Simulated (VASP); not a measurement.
## Al2O3 (Corundum): excitons from the Bethe-Salpeter equation

What does the electron-hole attraction do to the spectrum of Al2O3 (Corundum)? The cell has space group R-3c. The start is a cell from a database of measured crystal structures.

Main program and level: VASP 6.6.1; PBE; plane waves and PAW (Al_GW, O_GW), in the first sound run; inputs show where later runs differ.

**What experiment says.**

For Al2O3, alpha (corundum) (high-purity reference sample), “Multi-petahertz electron interference in Cr:Al2O3 solid-state material” (2018, pmc:5906618) quotes earlier work: band gap (optical band gap of host from absorption) 8.7 eV [literature value quoted for a high-purity sample; optical absorption edge, temperature …].

## 1. Starting point

Symmetry: R-3c, No. 167, trigonal system. Conventional cell: a = 4.760 Å, b = 4.760 Å, c = 12.996 Å, α = 90.00°, β = 90.00°, γ = 120.00°. Al has 6 O at 1.85 to 1.97 Å nearest. Nearest to O lie 4 Al at 1.85 to 1.97 Å. Farther neighbours and most contacts between anions are not listed.

Coordinates:

```cif
data_structure
_symmetry_space_group_name_H-M 'R-3c:H'
_symmetry_Int_Tables_number 167
_cell_length_a 4.7605
_cell_length_b 4.7605
_cell_length_c 12.9956
_cell_angle_alpha 90.000
_cell_angle_beta 90.000
_cell_angle_gamma 120.000
_cell_volume 255.05
loop_
_atom_site_label
_atom_site_type_symbol
_atom_site_symmetry_multiplicity
_atom_site_Wyckoff_symbol
_atom_site_fract_x
_atom_site_fract_y
_atom_site_fract_z
_atom_site_occupancy
Al1 Al 12 c 0.33333 0.66667 0.01883 1
O1 O 18 e 0.30668 0.00000 0.25000 1
```

## 2. Ground state

The orbitals come from a self-consistent PBE run with a tight EDIFF and a narrow smearing. KPOINTS_OPT adds the bands along a path, which shows whether the mesh holds the band edges.

Input file INCAR:

```
SYSTEM = Al2O3
PREC = Accurate
ENCUT = 440
EDIFF = 1E-08
NELM = 100
ISMEAR = 0
SIGMA = 0.01
LREAL = .FALSE.
ALGO = Normal
GGA = PE
NBANDS = 34
LORBIT = 11
LWAVE = .TRUE.
LCHARG = .FALSE.
KPAR = 8
```

Input file POSCAR:

```
Al2O3
1.0
    2.3802500000      1.3742379782      4.3318666667
   -2.3802500000      1.3742379782      4.3318666667
    0.0000000000     -2.7484759565      4.3318666667
Al O
4 6
Direct
    0.3521600000      0.3521600000      0.3521600000
    0.1478400000      0.1478400000      0.1478400000
    0.6478400000      0.6478400000      0.6478400000
    0.8521600000      0.8521600000      0.8521600000
    0.5566800000      0.9433200000      0.2500000000
    0.2500000000      0.5566800000      0.9433200000
    0.9433200000      0.2500000000      0.5566800000
    0.4433200000      0.0566800000      0.7500000000
    0.7500000000      0.4433200000      0.0566800000
    0.0566800000      0.7500000000      0.4433200000
```

Input file KPOINTS:

```
Automatic mesh
0
Gamma
6 6 6
0 0 0
```

Input file KPOINTS_OPT:

```
Line mode
8
Line-mode
Reciprocal
  0.00000000   0.00000000   0.00000000 GAMMA
  0.50000000   0.00000000   0.00000000 L

  0.50000000   0.00000000   0.00000000 L
  0.50000000   0.23376048  -0.23376048 B1

  0.76623952   0.50000000   0.23376048 B
  0.50000000   0.50000000   0.50000000 Z

  0.50000000   0.50000000   0.50000000 Z
  0.00000000   0.00000000   0.00000000 GAMMA

  0.00000000   0.00000000   0.00000000 GAMMA
  0.36688024   0.00000000  -0.36688024 X

  0.63311976   0.36688024   0.00000000 Q
  0.50000000   0.50000000   0.00000000 F

  0.50000000   0.50000000   0.00000000 F
  0.63311976   0.63311976   0.23376048 P1

  0.63311976   0.63311976   0.23376048 P1
  0.50000000   0.50000000   0.50000000 Z

  0.50000000   0.00000000   0.00000000 L
  0.76623952   0.36688024   0.36688024 P
```

The projector-augmented-wave data sets are Al_GW and O_GW (PBE family, release 64).

On the command line:

```
mpirun -np 8 vasp_std
```

Output:

```text
[banner, memory and clock lines left out]
running    8 mpi-ranks, on    1 nodes
 distrk:  each k-point on    1 cores,    8 groups
 distr:  one band on    1 cores,    1 groups

 POSCAR found type information on POSCAR AlO
 POSCAR found :  2 types and      10 ions
|                                                                             |
|           W    W    AA    RRRRR   N    N  II  N    N   GGGG   !!!           |
|           W    W   A  A   R    R  NN   N  II  NN   N  G    G  !!!           |
|           W    W  A    A  R    R  N N  N  II  N N  N  G       !!!           |
|           W WW W  AAAAAA  RRRRR   N  N N  II  N  N N  G  GGG   !            |
|           WW  WW  A    A  R   R   N   NN  II  N   NN  G    G                |
|           W    W  A    A  R    R  N    N  II  N    N   GGGG   !!!           |
|                                                                             |
|     For optimal performance we recommend to set                             |
|       NCORE = 2 up to number-of-cores-per-socket                            |
|     NCORE specifies how many cores store one orbital (NPAR=cpu/NCORE).      |
|     This setting can greatly improve the performance of VASP for DFT.       |
|     The default, NCORE=1 might be grossly inefficient on modern             |
|     multi-core architectures or massively parallel machines. Do your        |
|     Unfortunately you need to use the default for GW and RPA                |
|     calculations (for HF NCORE is supported but not extensively tested      |
|     yet).                                                                   |
|                                                                             |

 LDA part: xc-table for (Slater+PW92), standard interpolation
 POSCAR, INCAR and KPOINTS ok, starting setup
 FFT: planning ... GRIDC
 FFT: planning ... GRID_SOFT
 FFT: planning ... GRID
 WAVECAR not read
 entering main loop
       N       E                     dE             d eps       ncg     rms          rms(c)
DAV:   1     0.357785943028E+03    0.35779E+03   -0.22626E+04  2176   0.122E+03
DAV:   2    -0.586017995349E+02   -0.41639E+03   -0.39100E+03  2942   0.504E+02
DAV:   3    -0.823274447763E+02   -0.23726E+02   -0.23515E+02  2816   0.102E+02
DAV:   4    -0.829583933130E+02   -0.63095E+00   -0.62854E+00  2816   0.185E+01
DAV:   5    -0.829832788196E+02   -0.24886E-01   -0.24862E-01  2896   0.351E+00    0.169E+01
DAV:   6    -0.749326778181E+02    0.80506E+01   -0.29254E+01  3584   0.459E+01    0.489E+00
DAV:   7    -0.749262415942E+02    0.64362E-02   -0.73106E-01  2920   0.488E+00    0.322E+00
DAV:   8    -0.749387192874E+02   -0.12478E-01   -0.13602E-01  2784   0.482E+00    0.503E-01
DAV:   9    -0.749367995340E+02    0.19198E-02   -0.47915E-02  3576   0.200E+00    0.275E-01
DAV:  10    -0.749356973396E+02    0.11022E-02   -0.36062E-03  3528   0.548E-01    0.953E-02
DAV:  11    -0.749355710304E+02    0.12631E-03   -0.69374E-04  3584   0.225E-01    0.627E-03
DAV:  12    -0.749355744779E+02   -0.34474E-05   -0.92996E-06  2952   0.275E-02    0.103E-02
DAV:  13    -0.749355727088E+02    0.17691E-05   -0.91047E-06  3584   0.272E-02    0.621E-04
DAV:  14    -0.749355727509E+02   -0.42180E-07   -0.13939E-07  2800   0.286E-03    0.707E-04
DAV:  15    -0.749355727857E+02   -0.34804E-07   -0.10498E-08  2048   0.118E-03    0.215E-04
DAV:  16    -0.749355728098E+02   -0.24109E-07   -0.61549E-09  1912   0.490E-04    0.701E-05
DAV:  17    -0.749355728221E+02   -0.12263E-07   -0.10546E-09  1784   0.364E-04    0.188E-05
DAV:  18    -0.749355728194E+02    0.26976E-08   -0.29306E-10  1704   0.175E-04
   1 F= -.74935573E+02 E0= -.74935573E+02  d E =-.319339E-30
 Start KPOINTS_OPT (optional k-point list driver)
k-point batch [1-32\72]
       N       E                     dE             ncg
DAV:   1     0.110915851966E+05   -0.16005E+05     2176
DAV:   2    -0.114025185758E+04   -0.12232E+05     2984
DAV:   3    -0.183835962430E+04   -0.69811E+03     2864
DAV:   4    -0.185817630242E+04   -0.19817E+02     2856
DAV:   5    -0.185902231298E+04   -0.84601E+00     3008
DAV:   6    -0.185905067540E+04   -0.28362E-01     2960
DAV:   7    -0.185905179187E+04   -0.11165E-02     3016
DAV:   8    -0.185905185857E+04   -0.66706E-04     3104
DAV:   9    -0.185905186224E+04   -0.36637E-05     2584
DAV:  10    -0.185905186244E+04   -0.19908E-06     2256
DAV:  11    -0.185905186245E+04   -0.13753E-07     2072
DAV:  12    -0.185905186245E+04   -0.30493E-08     2048
[...]
k-point batch [65-72\72]
       N       E                     dE             ncg
DAV:   1     0.327959799707E+05   -0.69156E+04      544
DAV:   2     0.297171894471E+05   -0.30788E+04      718
DAV:   3     0.295300706285E+05   -0.18712E+03      704
DAV:   4     0.295240711552E+05   -0.59995E+01      720
DAV:   5     0.295238395736E+05   -0.23158E+00      744
DAV:   6     0.295238307704E+05   -0.88033E-02      744
DAV:   7     0.295238304374E+05   -0.33303E-03      760
DAV:   8     0.295238304181E+05   -0.19256E-04      784
DAV:   9     0.295238304172E+05   -0.87500E-06      664
DAV:  10     0.295238304172E+05   -0.22443E-07      536
DAV:  11     0.295238304172E+05   -0.36380E-09      520
 writing wavefunctions
```

Elapsed: 63 s, on 8 MPI ranks of AMD EPYC 7R43, shared host; peak memory 2.2 GiB.

The logs omit lines about the potential files and the build; timing stands in the text.

Parts of OUTCAR (step 2):

```text
ion  position               nearest neighbor table
   1  0.352  0.352  0.352-   9 1.85  10 1.85   8 1.85   7 1.97   5 1.97   6 1.97
   2  0.148  0.148  0.148-  10 1.85   9 1.85   8 1.85   6 1.97   5 1.97   7 1.97
   3  0.648  0.648  0.648-   6 1.85   7 1.85   5 1.85  10 1.97   8 1.97   9 1.97
   4  0.852  0.852  0.852-   7 1.85   6 1.85   5 1.85   9 1.97   8 1.97  10 1.97
   5  0.557  0.943  0.250-   3 1.85   4 1.85   1 1.97   2 1.97
   6  0.250  0.557  0.943-   3 1.85   4 1.85   2 1.97   1 1.97
   7  0.943  0.250  0.557-   4 1.85   3 1.85   1 1.97   2 1.97
   8  0.443  0.057  0.750-   1 1.85   2 1.85   3 1.97   4 1.97
   9  0.750  0.443  0.057-   1 1.85   2 1.85   4 1.97   3 1.97
  10  0.057  0.750  0.443-   2 1.85   1 1.85   3 1.97   4 1.97

  LATTYP: Found a trigonal (rhomboedric) cell.
 ALAT       =     5.1302230849
 COS(alpha) =     0.5694707703

 Subroutine GETGRP returns: Found 12 space group operations
 (whereof  6 operations were pure point group operations)

The static configuration has the point symmetry S_6 .
 The point group associated with its full space group is D_3d.

 Found     32 irreducible k-points:

   k-points           NKPTS =     32   k-points in BZ     NKDIM =     32   number of bands    NBANDS=     34

   dimension x,y,z NGX =    36 NGY =   36 NGZ =   36
   dimension x,y,z NGXF=    72 NGYF=   72 NGZF=   72

   ENCUT  =  440.0 eV  32.34 Ry    5.69 a.u.   8.77  8.77  8.77*2*pi/ulx,y,z

   NELECT =      48.0000    total number of electrons

 k-points in reciprocal lattice and weights: Automatic mesh
   0.00000000  0.00000000  0.00000000       0.005
   0.16666667  0.00000000  0.00000000       0.028
   0.33333333 -0.00000000 -0.00000000       0.028
   0.50000000 -0.00000000 -0.00000000       0.014
   0.16666667  0.16666667  0.00000000       0.028
   0.33333333  0.16666667 -0.00000000       0.056
   0.50000000  0.16666667  0.00000000       0.056
  -0.33333333  0.16666667  0.00000000       0.056
  -0.16666667  0.16666667  0.00000000       0.028
[...]
-0.33333333  0.50000000  0.33333333       0.028
   0.50000000  0.50000000  0.50000000       0.005

 average (electrostatic) potential at core
       1 -49.7759       2 -49.7759       3 -49.7759       4 -49.7759       5 -68.0677
       6 -68.0677       7 -68.0677       8 -68.0677       9 -68.0677      10 -68.0677

 E-fermi :   5.2278

 k-point     1 :       0.0000    0.0000    0.0000
  band No.  band energies     occupation
    ...
     20       4.6612      2.00000
     21       4.6612      2.00000
     22       5.1072      2.00000
     23       5.1072      2.00000
     24       5.1505      2.00000
     25      11.3698      0.00000
     26      14.2962      0.00000
     27      15.8941      0.00000
     28      16.6755      0.00000
     29      16.6755      0.00000
    ...

 k-point     2 :       0.1667    0.0000    0.0000
  band No.  band energies     occupation
    ...
     20       4.2815      2.00000
     21       4.4728      2.00000
     22       4.8089      2.00000
     23       5.0688      2.00000
     24       5.1010      2.00000
     25      12.0000      0.00000
     26      14.8058      0.00000
     27      15.4599      0.00000
     28      16.3769      0.00000
     29      16.3950      0.00000
    ...

 k-point     3 :       0.3333   -0.0000   -0.0000
  band No.  band energies     occupation
    ...
     20       3.7759      2.00000
     21       4.3107      2.00000
     22       4.6061      2.00000
     23       4.9238      2.00000
     24       4.9681      2.00000
     25      13.3142      0.00000
     26      14.9522      0.00000
     27      15.3136      0.00000
     28      15.6784      0.00000
     29      16.0704      0.00000
    ...

  Total        1.1773241      1.1773241      0.9171501     -0.0000000     -0.0000000     -0.0000000
  in kB       22.1868555     22.1868555     17.2838358     -0.0000000     -0.0000000     -0.0000000
  external PRESSURE =      20.5525156 kB  Pullay stress =       0.0000000 kB

  energy-cutoff  :      440.00
  volume of cell :       85.02
      direct lattice vectors                 reciprocal lattice vectors
     2.380250000  1.374237978  4.331866667     0.210061968  0.121279334  0.076949121
    -2.380250000  1.374237978  4.331866667    -0.210061968  0.121279334  0.076949121
     0.000000000 -2.748475957  4.331866667     0.000000000 -0.242558668  0.076949121

 POSITION                                       TOTAL-FORCE (eV/Angst)
 -----------------------------------------------------------------------------------
      0.00000     -0.00000      4.57653         0.000000      0.000000     -0.022481
      0.00000     -0.00000      1.92127         0.000000     -0.000000      0.022481
      0.00000     -0.00000      8.41907         0.000000     -0.000000      0.022481
      0.00000     -0.00000     11.07433         0.000000      0.000000     -0.022481
     -0.92030      1.37424      7.58077        -0.025049     -0.000000      0.000000
     -0.72998     -1.48412      7.58077         0.012524     -0.021693      0.000000
      1.65027      0.10988      7.58077         0.012524      0.021693      0.000000
      0.92030     -1.37424      5.41483         0.025049     -0.000000      0.000000
      0.72998      1.48412      5.41483        -0.012524      0.021693      0.000000
     -1.65027     -0.10988      5.41483        -0.012524     -0.021693      0.000000
 -----------------------------------------------------------------------------------
    total drift:                               -0.000000      0.000000     -0.000000

  FREE ENERGIE OF THE ION-ELECTRON SYSTEM (eV)
  ---------------------------------------------------
  free  energy   TOTEN  =       -74.9355728194 eV

  energy  without entropy=      -74.9355728194  energy(sigma->0) =      -74.93557282

 total charge
# of ion       s       p       d       tot
------------------------------------------
    1        0.367   0.503   0.267   1.138
    2        0.367   0.503   0.267   1.138
    3        0.367   0.503   0.267   1.138
    4        0.367   0.503   0.267   1.138
    5        1.523   3.600   0.000   5.123
    6        1.523   3.600   0.000   5.123
    7        1.523   3.600   0.000   5.123
    8        1.523   3.600   0.000   5.123
    9        1.523   3.600   0.000   5.123
   10        1.523   3.600   0.000   5.123
--------------------------------------------------
tot         10.605  23.615   1.069  35.289

[... 3 further parts left out ...]
```

Numbers from this step:

```yaml
free_energy_toten: -74.9356 eV
fermi_energy: 5.228 eV
pressure: 2.055 GPa
least_gap_on_mesh_and_path: 6.219 eV
least_direct_gap_on_mesh_and_path: 6.219 eV
```

The highest empty bands on the path are converged less tightly, to about 0.1 eV. Electronic bands along the path, in eV, zero at the valence-band top; v1 is the highest filled band, c1 the lowest empty one:

```csv
point,v4,v3,v2,v1,c1,c2,c3,c4
Γ,-0.49,-0.04,-0.04,0.00,6.22,9.15,10.74,11.53
0.57 of the way,-0.79,-0.48,-0.19,-0.14,7.77,9.94,10.28,10.67
L,-0.90,-0.90,-0.27,-0.27,9.47,9.47,9.64,9.64
0.57 of the way,-0.83,-0.83,-0.32,-0.32,9.37,9.37,9.90,9.90
B1,-0.84,-0.84,-0.50,-0.50,9.71,9.71,10.13,10.13
jump to B,-0.84,-0.84,-0.50,-0.50,9.71,9.71,10.13,10.13
0.43 of the way,-0.93,-0.93,-0.57,-0.57,9.54,9.54,10.67,10.67
Z,-0.38,-0.38,-0.38,-0.38,8.68,8.68,11.09,11.09
0.43 of the way,-0.51,-0.51,-0.14,-0.14,7.43,9.19,10.59,11.64
Γ,-0.49,-0.04,-0.04,0.00,6.22,9.15,10.74,11.53
0.43 of the way,-0.79,-0.50,-0.13,-0.05,7.54,9.91,10.26,10.57
X,-0.88,-0.84,-0.56,-0.28,9.50,9.54,9.75,10.22
jump to Q,-0.88,-0.84,-0.56,-0.28,9.50,9.54,9.75,10.22
0.43 of the way,-0.95,-0.80,-0.74,-0.26,9.59,9.76,9.83,10.20
F,-1.02,-0.91,-0.74,-0.25,9.65,9.73,9.94,10.40
0.43 of the way,-1.03,-0.88,-0.75,-0.29,9.72,9.77,9.99,10.29
P1,-1.03,-0.86,-0.74,-0.46,9.74,9.94,10.21,10.38
0.57 of the way,-0.71,-0.65,-0.48,-0.47,9.10,9.11,10.82,11.17
Z,-0.38,-0.38,-0.38,-0.38,8.68,8.68,11.09,11.09
jump to L,-0.90,-0.90,-0.27,-0.27,9.47,9.47,9.64,9.64
0.57 of the way,-1.06,-0.81,-0.47,-0.41,9.32,9.61,9.92,10.21
P,-1.03,-0.86,-0.74,-0.46,9.74,9.94,10.21,10.38
```

Of the projections kept (Al, O), the largest for each band there; the rest of the weight can lie on other orbitals:

```csv
point,v4,v3,v2,v1,c1,c2,c3,c4
Γ,O 0.94,O 0.96,O 0.96,O 0.95,O 0.54,Al 0.65,Al 0.77,Al 0.68
L,O 0.93,O 0.93,O 0.94,O 0.94,O 0.60,O 0.60,Al 0.68,Al 0.68
B1,O 0.93,O 0.93,O 0.93,O 0.93,Al 0.58,Al 0.58,O 0.51,O 0.51
B,O 0.93,O 0.93,O 0.93,O 0.93,Al 0.58,Al 0.58,O 0.51,O 0.51
Z,O 0.94,O 0.94,O 0.94,O 0.94,O 0.56,O 0.56,Al 0.88,Al 0.88
Γ,O 0.94,O 0.96,O 0.96,O 0.95,O 0.54,Al 0.65,Al 0.77,Al 0.68
```

The cell has a gap of 6.22 eV on mesh and path and a pressure of +2.1 GPa, which holds the misfit of the given cell and coordinates with this functional, and any error of cutoff, mesh and data sets.

(Continued in part 2 of 3.)

[Lines on the potential files, build, host, timing and source positions are cut from VASP's logs without a mark.]

[Logs are printed without paths, hosts, clocks, repeated set-up lines and the standing remarks that a program may print on its own settings, such as how far it seeks lower states.]

[Hosts, paths, dates, database ids (printed as entryN), source tags and the programs' standing remarks are cut or masked in the printed files.]

[Pressures printed for these runs are not shown converged in the cutoff: they can be off by several GPa and have the wrong sign.]
